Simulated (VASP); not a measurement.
# CuI (Marshite): structure and properties in VASP, part 6 of 6

How well does r2SCAN reproduce what experiment finds for CuI (Marshite)? The cell is relaxed first, and properties follow on it. The start is a cell from a database of measured crystal structures.

VASP 6.6.1, plane waves and PAW; the level of theory is named at each step.

Still holding for the runs below: Spin-orbit coupling is off here; with elements this heavy it splits and shifts levels by tenths of an eV or more.

So far, least gap on mesh and path (eV): step 5 (bands along the symmetry lines (r2SCAN)) 1.69; step 9 (bands along the symmetry lines (r2SCAN + SOC)) 1.54.

The database entry behind the starting cell differs from later determinations by our own check (about 0.15 % long (mineral sample)), so it need not match the best structure at ambient conditions.

### Step 11. Band structure (HSE06)

This step: HSE06; plane waves and PAW (Cu, I) (VASP 6.6.1).

HSE06 mixes in a quarter of exact exchange at short range, at far higher cost; in semiconductors this cures much of the gap error, while metals seldom gain.

INCAR reads:

```
SYSTEM = CuI
PREC = Accurate
ENCUT = 400
EDIFF = 1E-06
NELM = 100
ISMEAR = 0
SIGMA = 0.05
LREAL = .FALSE.
ALGO = Normal
LHFCALC = .TRUE.
AEXX = 0.25
GGA = PE
HFSCREEN = 0.2
LASPH = .TRUE.
NBANDS = 15
PRECFOCK = Fast
LORBIT = 11
LWAVE = .FALSE.
LCHARG = .FALSE.
KPAR = 2
```

POSCAR reads:

```
CuI
1.0
    0.0000000000      3.0055023643      3.0055023643
    3.0055023643      0.0000000000      3.0055023643
    3.0055023643      3.0055023643      0.0000000000
Cu I
1 1
Direct
    0.2500000000      0.2500000000      0.2500000000
    0.0000000000      0.0000000000      0.0000000000
```

KPOINTS reads:

```
Automatic mesh
0
Gamma
4 4 4
0 0 0
```

KPOINTS_OPT reads:

```
Line mode
6
Line-mode
Reciprocal
  0.00000000   0.00000000   0.00000000 GAMMA
  0.50000000   0.00000000   0.50000000 X

  0.50000000   0.00000000   0.50000000 X
  0.50000000   0.25000000   0.75000000 W

  0.50000000   0.25000000   0.75000000 W
  0.37500000   0.37500000   0.75000000 K

  0.37500000   0.37500000   0.75000000 K
  0.00000000   0.00000000   0.00000000 GAMMA

  0.00000000   0.00000000   0.00000000 GAMMA
  0.50000000   0.50000000   0.50000000 L

  0.50000000   0.50000000   0.50000000 L
  0.62500000   0.25000000   0.62500000 U

  0.62500000   0.25000000   0.62500000 U
  0.50000000   0.25000000   0.75000000 W

  0.50000000   0.25000000   0.75000000 W
  0.50000000   0.50000000   0.50000000 L

  0.50000000   0.50000000   0.50000000 L
  0.37500000   0.37500000   0.75000000 K

  0.62500000   0.25000000   0.62500000 U
  0.50000000   0.00000000   0.50000000 X
```

Potentials, in the order of the species: Cu and I (PBE family, release 64).

The WAVECAR or CHGCAR of an earlier step is read.

The run is started by

```console
$ mpirun -np 2 vasp_std
```

The log of the run:

```text
[banner, memory and clock lines left out]
running    2 mpi-ranks, on    1 nodes
 distrk:  each k-point on    1 cores,    2 groups
 distr:  one band on    1 cores,    1 groups

 POSCAR found type information on POSCAR CuI
 POSCAR found :  2 types and       2 ions
 LDA part: xc-table for (Slater+PW92), standard interpolation
 found WAVECAR, reading the header
 POSCAR, INCAR and KPOINTS ok, starting setup
 FFT: planning ... GRIDC
 FFT: planning ... GRID_SOFT
 FFT: planning ... GRID
 reading WAVECAR
 the WAVECAR file was read successfully
 initial charge from wavefunction
 entering main loop
       N       E                     dE             d eps       ncg     rms          rms(c)
DAV:   1    -0.644404621125E+01   -0.64440E+01   -0.23674E-01   392   0.213E+01    0.185E+00
DAV:   2    -0.643388342169E+01    0.10163E-01   -0.17496E-01   306   0.130E+01    0.192E+00
DAV:   3    -0.643620974127E+01   -0.23263E-02   -0.90283E-03   366   0.132E+00    0.109E+00
DAV:   4    -0.643606588106E+01    0.14386E-03   -0.12987E-03   311   0.121E+00    0.664E-01
DAV:   5    -0.643604843294E+01    0.17448E-04   -0.28958E-04   381   0.394E-01    0.464E-01
DAV:   6    -0.643604850246E+01   -0.69513E-07   -0.17029E-05   360   0.738E-02    0.285E-01
DAV:   7    -0.643604884103E+01   -0.33857E-06   -0.48489E-06   247   0.555E-02
   1 F= -.64360488E+01 E0= -.64360488E+01  d E =-.828840E-18
 Start KPOINTS_OPT (optional k-point list driver)
k-point batch [1-8\60]
       N       E                     dE             ncg
DAV:   1     0.881603868890E+03   -0.16013E+04      240
DAV:   2     0.163396781320E+02   -0.86526E+03      247
DAV:   3    -0.462097399725E+02   -0.62549E+02      338
DAV:   4    -0.484847961997E+02   -0.22751E+01      318
DAV:   5    -0.485610216598E+02   -0.76225E-01      386
DAV:   6    -0.485624396932E+02   -0.14180E-02      354
DAV:   7    -0.485624569437E+02   -0.17251E-04      400
DAV:   8    -0.485624571279E+02   -0.18420E-06      281
[...]
k-point batch [57-60\60]
       N       E                     dE             ncg
DAV:   1     0.270402062044E+04   -0.16879E+04      120
DAV:   2     0.225699832852E+04   -0.44702E+03      134
DAV:   3     0.222979032083E+04   -0.27208E+02      162
DAV:   4     0.222893826032E+04   -0.85206E+00      155
DAV:   5     0.222890123675E+04   -0.37024E-01      208
DAV:   6     0.222890078528E+04   -0.45147E-03      176
DAV:   7     0.222890077954E+04   -0.57346E-05      201
DAV:   8     0.222890077946E+04   -0.86868E-07      144
```

Wall time 9.5 min (2 MPI ranks of AMD EPYC 7R43, shared host); peak memory 0.46 GiB; 19 min of CPU time.

OUTCAR, selected parts (step 11):

```text
   k-points           NKPTS =      8   k-points in BZ     NKDIM =     64   number of bands    NBANDS=     15

   NELECT =      18.0000    total number of electrons

  exchange ACFDT corr.  =         0.00000000  see jH, gK, PRB 81, 115126

 E-fermi :   4.0597

 k-point     1 :       0.0000    0.0000    0.0000
  band No.  band energies     occupation
    ...
      5       1.1589      2.00000
      6       1.1589      2.00000
      7       3.7639      2.00000
      8       3.7639      2.00000
      9       3.7639      2.00000
     10       6.4275      0.00000
     11      10.0425      0.00000
     12      10.0425      0.00000
     13      10.0426      0.00000
     14      13.6920      0.00000
    ...

 POSITION                                       TOTAL-FORCE (eV/Angst)
 -----------------------------------------------------------------------------------
      1.50275      1.50275      1.50275        -0.000000      0.000000      0.000000
      0.00000      0.00000      0.00000         0.000000     -0.000000     -0.000000
 -----------------------------------------------------------------------------------
    total drift:                                0.000578      0.000486      0.000451

  FREE ENERGIE OF THE ION-ELECTRON SYSTEM (eV)
  ---------------------------------------------------
  free  energy   TOTEN  =        -6.4360488410 eV

  energy  without entropy=       -6.4360488410  energy(sigma->0) =       -6.43604884

[... 7 parts as in an earlier step ...]

[... 9 further parts left out ...]
```

The k-mesh is coarse for exact exchange; levels may shift by about 0.1 eV on a finer one.

Numbers from this step:

| Item | Value |
| --- | --- |
| SCF cycles | 7 |
| free energy (TOTEN) | -6.436 eV |
| Fermi energy | 4.060 eV |
| least gap on mesh and path | 2.663 eV |
| least direct gap on mesh and path | 2.664 eV |

The electronic bands at the labelled points (eV, zero at the valence-band top; v1 is the highest filled band, c1 the lowest empty one):

```csv
point,v4,v3,v2,v1,c1,c2,c3,c4
Γ,-2.60,0.00,0.00,0.00,2.66,6.28,6.28,6.28
0.60 of the way,-2.55,-1.73,-1.42,-1.42,4.32,4.80,8.77,9.08
X,-2.52,-2.40,-2.04,-2.04,3.84,4.25,11.07,11.72
0.40 of the way,-2.58,-2.48,-2.14,-1.91,4.32,4.71,9.89,10.12
W,-2.52,-2.49,-2.35,-1.78,5.90,6.24,7.55,7.70
0.40 of the way,-2.57,-2.42,-2.27,-1.75,5.23,6.16,8.00,8.34
K,-2.59,-2.42,-2.10,-1.66,4.37,6.11,9.10,9.49
0.40 of the way,-2.58,-2.08,-1.70,-0.70,4.97,6.67,6.90,7.45
Γ,-2.60,0.00,0.00,0.00,2.66,6.28,6.28,6.28
0.60 of the way,-2.61,-2.03,-0.59,-0.59,3.77,6.91,6.91,7.58
L,-2.58,-2.52,-0.88,-0.88,3.62,6.79,6.79,8.87
0.60 of the way,-2.60,-2.45,-1.78,-1.29,4.68,6.39,8.08,8.47
U,-2.59,-2.42,-2.10,-1.66,4.37,6.11,9.10,9.49
0.40 of the way,-2.58,-2.42,-2.18,-1.71,4.79,6.14,8.47,8.77
W,-2.52,-2.49,-2.35,-1.78,5.90,6.24,7.55,7.70
0.40 of the way,-2.59,-2.43,-1.92,-1.46,5.38,5.91,7.67,9.10
L,-2.58,-2.52,-0.88,-0.88,3.62,6.79,6.79,8.87
0.40 of the way,-2.59,-2.48,-1.42,-1.09,4.42,6.24,7.40,8.94
K,-2.59,-2.42,-2.10,-1.66,4.37,6.11,9.10,9.49
jump to U,-2.59,-2.42,-2.10,-1.66,4.37,6.11,9.10,9.49
0.40 of the way,-2.55,-2.49,-2.07,-1.89,4.12,4.98,9.95,10.48
X,-2.52,-2.40,-2.04,-2.04,3.84,4.25,11.07,11.72
```

Of the projections kept (Cu, I), the largest for each band there; the rest of the weight can lie on other orbitals:

```csv
point,v4,v3,v2,v1,c1,c2,c3,c4
Γ,Cu 0.99,Cu 0.56,Cu 0.56,Cu 0.56,Cu 0.53,Cu 0.58,Cu 0.58,Cu 0.58
X,Cu 1.00,Cu 0.97,Cu 0.84,Cu 0.84,Cu 0.61,Cu 0.67,I 0.75,I 0.53
W,Cu 0.90,Cu 0.99,Cu 0.99,Cu 0.89,I 0.66,Cu 0.51,Cu 0.55,I 0.60
K,Cu 1.00,Cu 0.98,Cu 0.93,Cu 0.77,Cu 0.63,I 0.55,I 0.69,I 0.63
Γ,Cu 0.99,Cu 0.56,Cu 0.56,Cu 0.56,Cu 0.53,Cu 0.58,Cu 0.58,Cu 0.58
L,Cu 1.00,Cu 0.99,Cu 0.63,Cu 0.63,Cu 0.63,Cu 0.52,Cu 0.52,I 0.71
```

The gap moves by +0.97 eV against r2SCAN, which ran on another mesh.

### Step 12. Band structure (TB-mBJ)

This step: TB-mBJ; plane waves and PAW (Cu, I) (VASP 6.6.1).

Levels along the symmetry lines show where the bands peak and cross; KPOINTS_OPT computes them in the converged potential. TB-mBJ is a local potential fitted to gaps: it costs far less than a hybrid but gives no energy.

INCAR reads:

```
SYSTEM = CuI
PREC = Accurate
ENCUT = 400
EDIFF = 1E-06
NELM = 150
ISMEAR = 0
SIGMA = 0.05
LREAL = .FALSE.
ALGO = Normal
METAGGA = MBJ
LASPH = .TRUE.
NBANDS = 21
LORBIT = 11
LWAVE = .FALSE.
LCHARG = .FALSE.
KPAR = 2
```

POSCAR is that of step 11.

KPOINTS reads:

```
Automatic mesh
0
Gamma
6 6 6
0 0 0
```

KPOINTS_OPT, as its differences from that of step 11:

```diff
@@ -1,3 +1,3 @@
 Line mode
-6
+16
 Line-mode
```

The run is started by

```console
$ mpirun -np 2 vasp_std
```

The log of the run:

```text
[... set-up lines as in an earlier step ...]
 entering main loop
       N       E                     dE             d eps       ncg     rms          rms(c)
DAV:   1     0.528669485636E+03    0.52867E+03   -0.59776E+03   672   0.732E+02
DAV:   2     0.436989317404E+03   -0.91680E+02   -0.79882E+02   702   0.180E+02
DAV:   3     0.430164999233E+03   -0.68243E+01   -0.66605E+01   803   0.536E+01
DAV:   4     0.430008139923E+03   -0.15686E+00   -0.15665E+00   826   0.718E+00
DAV:   5     0.430002529853E+03   -0.56101E-02   -0.56095E-02   897   0.162E+00    0.131E+01
DAV:   6     0.426904368227E+03   -0.30982E+01   -0.50414E+01   767   0.151E+02    0.132E+01
DAV:   7     0.432045706728E+03    0.51413E+01   -0.11341E+01   877   0.638E+01    0.582E+00
DAV:   8     0.431939808143E+03   -0.10590E+00   -0.10611E+00   921   0.206E+01    0.390E+00
DAV:   9     0.432275975436E+03    0.33617E+00   -0.19840E+00   806   0.347E+01    0.329E+00
DAV:  10     0.432486595140E+03    0.21062E+00   -0.13695E+00   785   0.242E+01    0.193E+00
DAV:  11     0.432652173308E+03    0.16558E+00   -0.11404E-01   896   0.458E+00    0.136E+00
DAV:  12     0.432624537865E+03   -0.27635E-01   -0.19389E-02   693   0.969E-01    0.152E+00
DAV:  13     0.432706810508E+03    0.82273E-01   -0.83674E-04   895   0.427E-01    0.147E+00
DAV:  14     0.432863888048E+03    0.15708E+00   -0.28694E-02   942   0.363E+00    0.209E+00
DAV:  15     0.432909078265E+03    0.45190E-01   -0.12460E-02  1043   0.118E+00    0.162E+00
DAV:  16     0.433122804801E+03    0.21373E+00   -0.18136E-02   803   0.249E+00    0.185E+00
DAV:  17     0.433099322438E+03   -0.23482E-01   -0.77755E-03   766   0.795E-01    0.120E+00
DAV:  18     0.433117168852E+03    0.17846E-01   -0.22220E-03   796   0.483E-01    0.125E+00
DAV:  19     0.433109235420E+03   -0.79334E-02   -0.18754E-04   814   0.151E-01    0.124E+00
DAV:  20     0.433119785873E+03    0.10550E-01   -0.42083E-03   775   0.105E+00    0.519E-01
DAV:  21     0.433085787663E+03   -0.33998E-01   -0.17845E-03   863   0.460E-01    0.351E-01
DAV:  22     0.433078222976E+03   -0.75647E-02   -0.58437E-04   822   0.214E-01    0.368E-01
DAV:  23     0.433095156947E+03    0.16934E-01   -0.54217E-04   856   0.445E-01    0.316E-01
DAV:  24     0.433105262019E+03    0.10105E-01   -0.11974E-04   938   0.143E-01    0.318E-01
DAV:  25     0.433147260849E+03    0.41999E-01   -0.10874E-03   923   0.538E-01    0.177E-01
DAV:  26     0.433155485157E+03    0.82243E-02   -0.33653E-04   885   0.141E-01    0.224E-01
DAV:  27     0.433170429279E+03    0.14944E-01   -0.69790E-05  1015   0.120E-01    0.143E-01
DAV:  28     0.433184093368E+03    0.13664E-01   -0.97638E-05   821   0.804E-02    0.104E-01
DAV:  29     0.433195277613E+03    0.11184E-01   -0.42201E-05   916   0.484E-02    0.587E-02
DAV:  30     0.433207371319E+03    0.12094E-01   -0.41951E-05   733   0.325E-02    0.414E-03
[...]
DAV:  38     0.433210561311E+03    0.29085E-03   -0.61837E-08   426   0.431E-03    0.311E-03
DAV:  39     0.433210727370E+03    0.16606E-03   -0.28065E-08   431   0.163E-03    0.162E-03
DAV:  40     0.433210899145E+03    0.17177E-03   -0.17066E-08   426   0.178E-03    0.415E-04
DAV:  41     0.433210893913E+03   -0.52318E-05   -0.14357E-08   436   0.176E-03    0.294E-04
DAV:  42     0.433210914317E+03    0.20404E-04   -0.43262E-09   436   0.838E-04    0.167E-04
DAV:  43     0.433210901919E+03   -0.12398E-04   -0.20448E-09   436   0.667E-04    0.929E-05
DAV:  44     0.433210898301E+03   -0.36177E-05   -0.72917E-10   431   0.285E-04    0.149E-04
DAV:  45     0.433210884735E+03   -0.13566E-04   -0.43650E-10   431   0.310E-04    0.111E-04
DAV:  46     0.433210875621E+03   -0.91149E-05   -0.19121E-10   436   0.116E-04    0.701E-05
DAV:  47     0.433210871952E+03   -0.36685E-05   -0.62052E-11   436   0.110E-04    0.730E-05
DAV:  48     0.433210868770E+03   -0.31824E-05   -0.18695E-11   431   0.361E-05    0.299E-05
DAV:  49     0.433210867931E+03   -0.83846E-06   -0.57437E-12   436   0.495E-05
   1 F= 0.43321087E+03 E0= 0.43321087E+03  d E =-.793394E-11
 Start KPOINTS_OPT (optional k-point list driver)
k-point batch [1-16\160]
       N       E                     dE             ncg
DAV:   1     0.224839451015E+04   -0.19611E+04      672
DAV:   2     0.654884738134E+03   -0.15935E+04      722
DAV:   3     0.523773980524E+03   -0.13111E+03      809
DAV:   4     0.520838746428E+03   -0.29352E+01      833
DAV:   5     0.520750067763E+03   -0.88679E-01      850
DAV:   6     0.520746728941E+03   -0.33388E-02      866
DAV:   7     0.520746500008E+03   -0.22893E-03      937
DAV:   8     0.520746496132E+03   -0.38756E-05      690
DAV:   9     0.520746495894E+03   -0.23884E-06      534
[...]
k-point batch [145-160\160]
       N       E                     dE             ncg
DAV:   1     0.207361359269E+04   -0.62867E+04      690
DAV:   2     0.561371010140E+03   -0.15122E+04      707
DAV:   3     0.440151760478E+03   -0.12122E+03      878
DAV:   4     0.437629325099E+03   -0.25224E+01      819
DAV:   5     0.437551370606E+03   -0.77954E-01      924
DAV:   6     0.437548677391E+03   -0.26932E-02      854
DAV:   7     0.437548525016E+03   -0.15238E-03      973
DAV:   8     0.437548523324E+03   -0.16914E-05      678
DAV:   9     0.437548523290E+03   -0.34156E-07      569
```

It took 1.7 min on 2 MPI ranks; peak memory 0.28 GiB.

OUTCAR, selected parts (step 12):

```text
   NELECT =      18.0000    total number of electrons

 E-fermi :   5.5646

 k-point     1 :       0.0000    0.0000    0.0000
  band No.  band energies     occupation
    ...
      5       3.7770      2.00000
      6       3.7770      2.00000
      7       5.3538      2.00000
      8       5.3538      2.00000
      9       5.3546      2.00000
     10       7.6108      0.00000
     11      10.6297      0.00000
     12      10.6297      0.00000
     13      10.6366      0.00000
     14      14.6852      0.00000
    ...

  Total      -63.5037585    -63.5037585    -63.5037585      0.0000000     -0.0000000      0.0000000
  in kB    -1873.8239904  -1873.8239904  -1873.8239904      0.0000000     -0.0000000      0.0000000
  external PRESSURE =   -1873.8239904 kB  Pullay stress =       0.0000000 kB

 POSITION                                       TOTAL-FORCE (eV/Angst)
 -----------------------------------------------------------------------------------
      1.50275      1.50275      1.50275         0.000000      0.000000      0.000000
      0.00000      0.00000      0.00000        -0.000000     -0.000000     -0.000000
 -----------------------------------------------------------------------------------
    total drift:                               -0.000586     -0.000586     -0.000587

  FREE ENERGIE OF THE ION-ELECTRON SYSTEM (eV)
  ---------------------------------------------------
  free  energy   TOTEN  =       433.2108679312 eV

  energy  without entropy=      433.2108679312  energy(sigma->0) =      433.21086793

[... 8 parts as in an earlier step ...]

[... 9 further parts left out ...]
```

This functional is a potential without an energy, so its energies, forces and stress mean nothing and are not read.

Numbers from this step:

```
SCF cycles                        : 49
bands                             : 21
irreducible k-points              : 16
Fermi energy                      : 5.565 eV
least gap on mesh and path        : 2.256 eV
least direct gap on mesh and path : 2.256 eV
```

Electronic bands along the path, in eV, zero at the valence-band top; v1 is the highest filled band, c1 the lowest empty one:

```csv
point,v4,v3,v2,v1,c1,c2,c3,c4
Γ,-1.58,0.00,0.00,0.00,2.26,5.28,5.28,5.28
0.47 of the way,-1.53,-0.77,-0.70,-0.69,3.88,4.05,6.96,6.96
X,-1.48,-1.48,-1.30,-1.30,3.17,3.44,10.04,10.52
0.47 of the way,-1.61,-1.48,-1.33,-1.14,3.73,3.97,8.42,8.56
W,-1.65,-1.48,-1.36,-1.03,4.94,5.12,6.60,6.68
0.47 of the way,-1.60,-1.46,-1.33,-1.04,4.21,5.11,7.05,7.42
K,-1.56,-1.46,-1.25,-1.06,3.61,5.08,7.96,8.16
0.47 of the way,-1.55,-1.16,-0.96,-0.37,4.03,5.55,5.94,6.13
Γ,-1.58,0.00,0.00,0.00,2.26,5.28,5.28,5.28
0.47 of the way,-1.59,-0.97,-0.29,-0.29,3.16,5.78,5.78,5.86
L,-1.55,-1.53,-0.62,-0.62,2.96,5.69,5.69,8.17
0.53 of the way,-1.57,-1.47,-1.03,-0.81,3.85,5.29,6.63,7.56
U,-1.56,-1.46,-1.25,-1.06,3.61,5.08,7.96,8.16
0.53 of the way,-1.60,-1.46,-1.33,-1.04,4.21,5.11,7.05,7.42
W,-1.65,-1.48,-1.36,-1.03,4.94,5.12,6.60,6.68
0.47 of the way,-1.58,-1.46,-1.12,-0.87,4.27,4.99,6.62,7.79
L,-1.55,-1.53,-0.62,-0.62,2.96,5.69,5.69,8.17
0.53 of the way,-1.57,-1.47,-1.03,-0.81,3.85,5.29,6.63,7.56
K,-1.56,-1.46,-1.25,-1.06,3.61,5.08,7.96,8.16
jump to U,-1.56,-1.46,-1.25,-1.06,3.61,5.08,7.96,8.16
0.47 of the way,-1.52,-1.51,-1.25,-1.22,3.37,3.94,8.95,9.28
X,-1.48,-1.48,-1.30,-1.30,3.17,3.44,10.04,10.52
```

Of the projections kept (Cu, I), the largest for each band there; the rest of the weight can lie on other orbitals:

```csv
point,v4,v3,v2,v1,c1,c2,c3,c4
Γ,Cu 0.99,Cu 0.73,Cu 0.73,Cu 0.73,Cu 0.54,Cu 0.55,Cu 0.55,Cu 0.55
X,Cu 0.98,Cu 1.00,Cu 0.95,Cu 0.95,Cu 0.61,Cu 0.66,I 0.73,I 0.55
W,Cu 0.97,Cu 0.99,Cu 0.99,Cu 0.95,I 0.64,Cu 0.52,Cu 0.50,I 0.62
K,Cu 0.99,Cu 0.98,Cu 0.97,Cu 0.92,Cu 0.62,I 0.55,I 0.70,I 0.67
Γ,Cu 0.99,Cu 0.73,Cu 0.73,Cu 0.73,Cu 0.54,Cu 0.55,Cu 0.55,Cu 0.55
L,Cu 1.00,Cu 0.99,Cu 0.82,Cu 0.82,Cu 0.62,I 0.51,I 0.51,I 0.72
```

The gap moves by +0.57 eV against r2SCAN.

### Step 13. What came out

```yaml
relaxed_volume: 27.15 Å³/atom
relaxed_conventional_cell_a_b_c: 6.011, 6.011, 6.011 Å
space_group_after_relaxing_within_0p02_a: F-43m (No. 216)
band_gap: 1.69 eV, direct
gap_among_the_points_of_the_dos_mesh_alone_an_upper_bound: 1.69 eV
highest_zone_centre_mode: 139 cm⁻¹
strongest_peak_of_eps_2_mean_over_directions: 7.19 eV
eps_1_at_zero_frequency_no_local_fields_mean: 5.89
band_gap_r2scan_soc: 1.54 eV, direct
band_gap_hse06: 2.66 eV, direct
band_gap_tb_mbj: 2.26 eV, direct
```

In words: With r2SCAN, CuI (Marshite) relaxes to 27.15 Å³/atom in space group F-43m (held by the symmetry of the run) and has a direct gap of 1.69 eV (2.66 eV with HSE06). Against the listed cell the volume lies -2.6 %. Zone-centre phonons (r2SCAN): The highest mode in this list at Γ, 138.7 cm⁻¹, is mostly motion of Cu (70 % of the kinetic energy). Bands along the symmetry lines (r2SCAN + SOC): On this path the gap is direct, 1.54 eV, with the valence top at Γ and the conduction bottom at Γ. Band structure (HSE06): The path shows a direct gap of 2.66 eV (valence top at Γ, conduction bottom at Γ). Band structure (TB-mBJ): On this path the gap is direct, 2.26 eV, with the valence top at Γ and the conduction bottom at Γ. The other levels ran on the cell relaxed with r2SCAN, and without spin-orbit coupling unless named. Semilocal functionals usually underestimate gaps. Modes at Γ alone can't show that the crystal is stable at other wave vectors, and the LO-TO splitting is not included. No search among competing phases was made, and a listed structure need not be the one stable at ambient conditions. All values are for a static lattice at zero temperature.

Computed beside measured:

```
                      quantity  measured          r2SCAN
        lattice constant a (Å)     6.053  6.011 (-0.7 %)
Raman mode, TO at Gamma (cm⁻¹)     133.3    139 (+4.1 %)
```

Measured values from arxiv:2305.18931 (2023).

Verdict: The lattice constant a is off by -0.7 %: good agreement. The Raman mode is off by +4.1 %: fair agreement. The grades are ours: good and fair within 0.7 and 1.5 % for the lattice constant a and 3 and 7 % for the Raman mode. Zero-point motion and thermal expansion (measured at up to 10 K) are not in the computed lattice constants and Raman mode.

[Lines on the potential files, build, host, timing and source positions are cut from VASP's logs without a mark.]

[Logs are printed without paths, hosts, clocks, repeated set-up lines and the standing remarks that a program may print on its own settings, such as how far it seeks lower states.]

[Hosts, paths, dates, database ids (printed as entryN), source tags and the programs' standing remarks are cut or masked in the printed files.]

[A measured line is paired with the nearest computed mode of its activity, which favours agreement.]
